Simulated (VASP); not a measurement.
# Ti3BiO3 (P4/mmm) in VASP: a series of runs

The runs below take Ti3BiO3 through relaxation of cell and atoms, with PBE.

Program: VASP 6.6.1. These are calculated values, not measurements. Logs are shortened: lines on timing, memory, paths and dates and some standing lists are left out, and cuts for length are marked.

## 1. Starting point

It takes space group P4/mmm (No. 123, tetragonal). Conventional cell: a = 4.614 Å, b = 4.614 Å, c = 5.251 Å, α = 90.00°, β = 90.00°, γ = 90.00°. Ti (site symmetry mmm) is surrounded by 6 O at 2.31 to 2.40 Å. Ti (site symmetry 4/mmm) has 2 O at 1.96 Å as nearest neighbours. Around Bi (site symmetry 4/mmm) lie 2 O at 2.63 Å. Around O (site symmetry 4mm) lie 1 O at 1.34 Å. O (site symmetry 4/mmm) has 4 Ti at 2.31 Å and 2 Bi at 2.63 Å as nearest neighbours.

The cell was built by a generator and needn't be a form met in nature.

## 2. Relaxation of cell and atoms, PBE

The input, INCAR:

```
SYSTEM = Ti3BiO3
PREC = Normal ; ENCUT = 520
EDIFF = 1E-4 ; ISMEAR = 0
SIGMA = 0.15 ; LREAL = .False.
LASPH = .True. ; NELM = 60
ALGO = Fast ; ISIF = 3
LWAVE = .False. ; LCHARG = .False.
GGA = PE ; IBRION = 2
NSW = 24 ; EDIFFG = -0.08
```

The input, KPOINTS:

```
Automatic mesh
0
Gamma
  3 3 3
  0 0 0
```

The input, POSCAR:

```
Ti3BiO3
1.0
    4.6144775700      0.0000000000      0.0000000000
    0.0000000000      4.6144775700      0.0000000000
    0.0000000000      0.0000000000      5.2513951600
Ti Bi O
3 1 3
Direct
    0.5000000000      0.0000000000      0.0000000000
    0.0000000000      0.5000000000      0.0000000000
    0.0000000000      0.0000000000      0.5000000000
    0.5000000000      0.5000000000      0.5000000000
    0.0000000000      0.0000000000      0.1277102500
    0.0000000000      0.0000000000      0.8722897500
    0.5000000000      0.5000000000      0.0000000000
```

Potentials or basis: VASP PAW PBE potentials, release 64 (Ti_sv, Bi_d, O).

The run is started by

```
> cat potpaw_PBE.64/Ti_sv/POTCAR potpaw_PBE.64/Bi_d/POTCAR potpaw_PBE.64/O/POTCAR > POTCAR
> mpirun -np 1 vasp_std > vasp.out
```

OUTCAR:

```text
SYSTEM = Ti3BiO3
   PREC = Normal
   ENCUT = 520
   EDIFF = 1E-4
   ISMEAR = 0
   LREAL = .False.
   LASPH = .True.
   NELM = 60
   ISIF = 3
   GGA = PE
   IBRION = 2
   NSW = 24
   EDIFFG = -0.08

 ion  position               nearest neighbor table
   1  0.500  0.000  0.000-   7 2.31   7 2.31   5 2.40   6 2.40   5 2.40   6 2.40
   2  0.000  0.500  0.000-   7 2.31   7 2.31   5 2.40   5 2.40   6 2.40   6 2.40
   3  0.000  0.000  0.500-   5 1.96   6 1.96   4 3.26   4 3.26   4 3.26   4 3.26
   4  0.500  0.500  0.500-   7 2.63   7 2.63   3 3.26   3 3.26   3 3.26   3 3.26
   5  0.000  0.000  0.128-   6 1.34   3 1.96   1 2.40   2 2.40   2 2.40   1 2.40
   6  0.000  0.000  0.872-   5 1.34   3 1.96   1 2.40   2 2.40   2 2.40   1 2.40
   7  0.500  0.500  0.000-   1 2.31   2 2.31   1 2.31   2 2.31   4 2.63   4 2.63

  LATTYP: Found a simple tetragonal cell.
 ALAT       =     4.6144775700
 C/A-ratio  =     1.1380259369

  Lattice vectors:

 A1 = (   4.6144775700,   0.0000000000,   0.0000000000)
 A2 = (   0.0000000000,   4.6144775700,   0.0000000000)
 A3 = (   0.0000000000,   0.0000000000,   5.2513951600)

Analysis of symmetry for initial positions (statically):
=====================================================================
 Subroutine PRICEL returns:
 Original cell was already a primitive cell.

 Routine SETGRP: Setting up the symmetry group for a
 simple tetragonal supercell.

 Subroutine GETGRP returns: Found 16 space group operations
 (whereof 16 operations were pure point group operations)
 out of a pool of 16 trial point group operations.

The static configuration has the point symmetry D_4h.

Analysis of symmetry for dynamics (positions and initial velocities):
=====================================================================
 Subroutine PRICEL returns:
 Original cell was already a primitive cell.

 Routine SETGRP: Setting up the symmetry group for a
 simple tetragonal supercell.

 Subroutine GETGRP returns: Found 16 space group operations
 (whereof 16 operations were pure point group operations)
 out of a pool of 16 trial point group operations.

The dynamic configuration has the point symmetry D_4h.

 Subroutine INISYM returns: Found 16 space group operations
 (whereof 16 operations are pure point group operations),
 and found     1 'primitive' translations

----------------------------------------------------------------------------------------

                                     Primitive cell

  volume of cell :     111.8201

  direct lattice vectors                    reciprocal lattice vectors
     4.614477570  0.000000000  0.000000000     0.216709256  0.000000000  0.000000000
     0.000000000  4.614477570  0.000000000     0.000000000  0.216709256  0.000000000
     0.000000000  0.000000000  5.251395160     0.000000000  0.000000000  0.190425586

  length of vectors
     4.614477570  4.614477570  5.251395160     0.216709256  0.216709256  0.190425586

  position of ions in fractional coordinates (direct lattice)
     0.500000000  0.000000000  0.000000000
     0.000000000  0.500000000  0.000000000
     0.000000000  0.000000000  0.500000000
     0.500000000  0.500000000  0.500000000
     0.000000000  0.000000000  0.127710250
     0.000000000  0.000000000  0.872289750
     0.500000000  0.500000000  0.000000000

  ion indices of the primitive-cell ions
   primitive index   ion index
                 1           1
                 2           2
                 3           3
                 4           4
                 5           5
                 6           6
                 7           7

----------------------------------------------------------------------------------------

 KPOINTS: Automatic mesh

Automatic generation of k-mesh.
 Grid dimensions read from file:
 generate k-points for:    3    3    3

 Generating k-lattice:

  Cartesian coordinates                     Fractional coordinates (reciprocal lattice)
     0.072236419  0.000000000  0.000000000     0.333333333  0.000000000  0.000000000
     0.000000000  0.072236419  0.000000000     0.000000000  0.333333333  0.000000000
     0.000000000  0.000000000  0.063475195     0.000000000  0.000000000  0.333333333

  Length of vectors
     0.072236419  0.072236419  0.063475195

  Shift w.r.t. Gamma in fractional coordinates (k-lattice)
     0.000000000  0.000000000  0.000000000

 Subroutine IBZKPT returns following result:
 ===========================================

 Found      6 irreducible k-points:

 Following reciprocal coordinates:
            Coordinates               Weight
  0.000000  0.000000  0.000000      1.000000
  0.333333  0.000000  0.000000      4.000000
  0.333333  0.333333  0.000000      4.000000
  0.000000  0.000000  0.333333      2.000000
  0.333333  0.000000  0.333333      8.000000
  0.333333  0.333333  0.333333      8.000000
   k-points           NKPTS =      6   k-points in BZ     NKDIM =      6   number of bands    NBANDS=     41
   number of dos      NEDOS =    301   number of ions     NIONS =      7
   total plane-waves  NPLWV =  23520
   dimension x,y,z NGX =    28 NGY =   28 NGZ =   30
   dimension x,y,z NGXF=    56 NGYF=   56 NGZF=   60
   ions per type =               3   1   3
   NGX,Y,Z   is equivalent  to a cutoff of  10.09, 10.09,  9.50 a.u.
   NGXF,Y,Z  is equivalent  to a cutoff of  20.18, 20.18, 18.99 a.u.
 SYSTEM =  Ti3BiO3
   PREC   = normal    normal or accurate (medium, high low for compatibility)
   ISTART =      0    job   : 0-new  1-cont  2-samecut
   ICHARG =      2    charge: 1-file 2-atom 10-const
   ISPIN  =      1    spin polarized calculation?
   LNONCOLLINEAR =      F non collinear calculations
   LSORBIT =      F    spin-orbit coupling
   LASPH  =      T    aspherical Exc in radial PAW
   ENCUT  =  520.0 eV  38.22 Ry    6.18 a.u.   8.58  8.58  9.76*2*pi/ulx,y,z
   NELM   =     60;   NELMIN=  2; NELMDL= -5     # of ELM steps
   EDIFF  = 0.1E-03   stopping-criterion for ELM
   LREAL  =      F    real-space projection
   EDIFFG = -.8E-01   stopping-criterion for IOM
   NSW    =     24    number of steps for IOM
   IBRION =      2    ionic relax: 0-MD 1-quasi-New 2-CG
   NFREE  =      1    steps in history (QN), initial steepest desc. (CG)
   ISIF   =      3    stress and relaxation
   ISYM   =      2    0-nonsym 1-usesym 2-fastsym
   POTIM  = 0.5000    time-step for ionic-motion
   TEBEG  =    0.0;   TEEND  =   0.0 temperature during run
   PSTRESS=    0.0 pullay stress
   NELECT =      69.0000    total number of electrons
   NUPDOWN=      -1.0000    fix difference up-down
   EMIN   =  10.00;   EMAX   =-10.00  energy-range for DOS
   EFERMI =   0.00;   METHOD = LEGACY
   ISMEAR =     0;   SIGMA  =   0.15  broadening in eV -4-tet -1-fermi 0-gaus
   EFERMI_NEDOS =   21; number of points for ismear=-14 and -15
   IALGO  =     68    algorithm
   IMIX   =      4    mixing-type and parameters
     AMIX     =   0.40;   BMIX     =  1.00
     AMIX_MAG =   1.60;   BMIX_MAG =  1.00
  volume/ion in A,a.u.               =      15.97       107.80
  Fermi-wavevector in a.u.,A,eV,Ry     =   1.393749  2.633804 26.429815  1.942537
  Thomas-Fermi vector in A             =   2.517365
   LORBIT       =      0    0 simple, 1 ext, 2 COOP (PROOUT), +10 PAW based schemes
   GGA     = PE    functional components
   LHFCALC =     F    Hartree Fock is set to
   AEXX    =    0.0000 exact exchange contribution
   IVDW    =     0    specifies the selected vdW correction
   LEPSILON=     F    determine dielectric tensor
   LRPA    =     F    only Hartree local field effects (RPA)
 conjugate gradient relaxation of ions
 non-spin polarized calculation
 RMM-DIIS sequential band-by-band and
 Gauss-broadening in eV      SIGMA  =   0.15
  energy-cutoff  :      520.00
  volume of cell :      111.82
 maximum number of plane-waves:      3026
   NGX = 17   NGY = 17   NGZ = 19

--------------------------------------- Ionic step        1  -------------------------------------------

 number of electron      68.9999916 magnetization

 Free energy of the ion-electron system (eV)
  ---------------------------------------------------
  ext. energy  EPLUGINS =         0.00000000
  ---------------------------------------------------
  free energy    TOTEN  =       -45.36198004 eV

  energy without entropy =      -45.24093972  energy(sigma->0) =      -45.30145988

------------------------ aborting loop because EDIFF is reached ----------------------------------------

  FORCE on cell =-STRESS in cart. coord.  units (eV):
  Direction    XX          YY          ZZ          XY          YZ          ZX
  --------------------------------------------------------------------------------------
  -------------------------------------------------------------------------------------
  Total      -10.6988737    -10.6988737     10.6633167      0.0000000      0.0000000      0.0000000
  in kB     -153.2953084   -153.2953084    152.7858415      0.0000000      0.0000000      0.0000000
  external PRESSURE =     -51.2682585 kB  Pullay stress =       0.0000000 kB
[... 26 lines left out ...]
  energy  without entropy=      -45.2409397247  energy(sigma->0) =      -45.30145988

--------------------------------------- Ionic step        2  -------------------------------------------

 number of electron      69.0000047 magnetization

------------------------ aborting loop EDIFF was not reached (unconverged)  ----------------------------

  FORCE on cell =-STRESS in cart. coord.  units (eV):
  Direction    XX          YY          ZZ          XY          YZ          ZX
  --------------------------------------------------------------------------------------
  -------------------------------------------------------------------------------------
  Total       -8.8651755     -8.8651755     15.0365221      0.0000000     -0.0000000      0.0000000
  in kB     -137.9143409   -137.9143409    233.9211486      0.0000000     -0.0000000      0.0000000
  external PRESSURE =     -13.9691778 kB  Pullay stress =       0.0000000 kB

 VOLUME and BASIS-vectors are now :
 -----------------------------------------------------------------------------
  energy-cutoff  :      520.00
  volume of cell :      102.99
      direct lattice vectors                 reciprocal lattice vectors
     4.274231003  0.000000000  0.000000000     0.233960214  0.000000000  0.000000000
     0.000000000  4.274231003 -0.000000000     0.000000000  0.233960214  0.000000000
    -0.000000000  0.000000000  5.637317713     0.000000000  0.000000000  0.177389328
[... 54 lines left out ...]
  FREE ENERGIE OF THE ION-ELECTRON SYSTEM (eV)
  ---------------------------------------------------
  free  energy   TOTEN  =       -52.4760948915 eV

  energy  without entropy=      -52.4082558032  energy(sigma->0) =      -52.44217535

[... ionic steps 4 to 7 ...]

--------------------------------------- Ionic step        8  -------------------------------------------

 number of electron      68.9999964 magnetization

------------------------ aborting loop because EDIFF is reached ----------------------------------------

  FORCE on cell =-STRESS in cart. coord.  units (eV):
  Direction    XX          YY          ZZ          XY          YZ          ZX
  --------------------------------------------------------------------------------------
  -------------------------------------------------------------------------------------
  Total       -1.5099149     -1.5099149     -0.0431778      0.0000000     -0.0000000      0.0000000
  in kB      -24.3653498    -24.3653498     -0.6967561      0.0000000     -0.0000000      0.0000000
  external PRESSURE =     -16.4758185 kB  Pullay stress =       0.0000000 kB
[... 67 lines left out ...]
  energy  without entropy=      -54.2971710944  energy(sigma->0) =      -54.34112286

--------------------------------------- Ionic step       10  -------------------------------------------

 number of electron      68.9999963 magnetization

 Free energy of the ion-electron system (eV)
  ---------------------------------------------------
  ext. energy  EPLUGINS =         0.00000000
  ---------------------------------------------------
  free energy    TOTEN  =       -54.38730765 eV

  energy without entropy =      -54.29891476  energy(sigma->0) =      -54.34311121

 E-fermi :   8.9837     XC(G=0): -11.4181

 val. band max:        8.9409472181   @ k =   0.0000   0.0000   0.0000
 cond. band min:       8.9971386131   @ k =   0.3333   0.0000   0.3333
 fundamental gap:      0.0561913950
 Fermi energy:         8.9837147501

 k-point     1 :       0.0000    0.0000    0.0000
  band No.  band energies     occupation
      1     -49.1163      2.00000
      2     -48.9784      2.00000
      3     -48.9264      2.00000
      4     -25.5547      2.00000
      5     -25.5547      2.00000
      6     -25.5316      2.00000
[... 287 lines left out ...]
  FREE ENERGIE OF THE ION-ELECTRON SYSTEM (eV)
  ---------------------------------------------------
  free  energy   TOTEN  =       -54.3873076519 eV

  energy  without entropy=      -54.2989147603  energy(sigma->0) =      -54.34311121

 reached required accuracy - stopping structural energy minimisation
```

Run time: 4 min. Hardware: 1 thread of Intel Xeon Platinum 8488C (Sapphire Rapids), shared host; peak memory 0.17 GiB.

What came out:

```yaml
Free_energy: -54.3873 eV
Relaxed_volume: 14.03 Å³/atom
Relaxed_cell: a = 3.959 Å, b = 3.959 Å, c = 6.263 Å, α = 90.00°, β = 90.00°, γ = 90.00°
Space_group_after_relaxing_to_0.05_Å: P4/mmm (No. 123)
Energy_gained_by_relaxing: 1289.3 meV/atom
Ionic_steps: 10
Pressure_after_relaxing: 0.3 GPa
Largest_force_after_relaxing: 0.012 eV/Å
Band_gap_on_the_k_mesh: none (metal or under the smearing width)
```

Forces on the atoms (eV/Å):
```
Ti   0.000  0.000  0.000
Ti   0.000  0.000  0.000
Ti   0.000  0.000  0.000
Bi   0.000  0.000  0.000
O    0.000  0.000 -0.012
O    0.000  0.000  0.012
O    0.000  0.000  0.000
```

Step by step:
```tsv
step	energy change (eV)	largest force (eV/Å)	pressure (GPa)	volume (Å³)
1	0.0000	6.5094	-5.13	111.82
2	-6.2274	3.2355	-1.40	102.99
3	-7.1141	2.5690	-0.59	102.84
4	-8.6728	2.0147	3.89	97.14
5	-8.8527	2.0609	0.24	98.80
6	-8.8540	2.0452	0.44	98.69
7	-9.0160	0.0237	-1.72	99.31
8	-9.0165	0.1011	-1.65	99.29
9	-9.0231	0.0376	1.00	97.64
10	-9.0253	0.0123	0.27	98.18
```

Final structure:
```yaml
crystal:
  lattice:
    - [3.95936, 0.00000, 0.00000]
    - [0.00000, 3.95936, 0.00000]
    - [0.00000, 0.00000, 6.26292]
  atoms:
    - { symbol: Ti, position: [0.50000, 0.00000, 0.00000] }
    - { symbol: Ti, position: [0.00000, 0.50000, 0.00000] }
    - { symbol: Ti, position: [0.00000, 0.00000, 0.50000] }
    - { symbol: Bi, position: [0.50000, 0.50000, 0.50000] }
    - { symbol: O, position: [0.00000, 0.00000, 0.17991] }
    - { symbol: O, position: [0.00000, 0.00000, 0.82009] }
    - { symbol: O, position: [0.50000, 0.50000, 0.00000] }
```

Caveat: the k mesh is coarse (spacing up to 0.45 Å⁻¹), so the values aren't converged; spin-orbit coupling is left out, which moves the levels of the heavy elements; an odd number of electrons without spin polarisation forces a metal; a magnetic or distorted state may lie lower; semilocal functionals often make such compounds metallic where correlation or magnetic order opens a gap, which also shifts bond lengths; the relaxation stopped at a loose force limit of 0.08 eV/Å, so its end isn't a converged minimum.

[end of part 1 of 2]
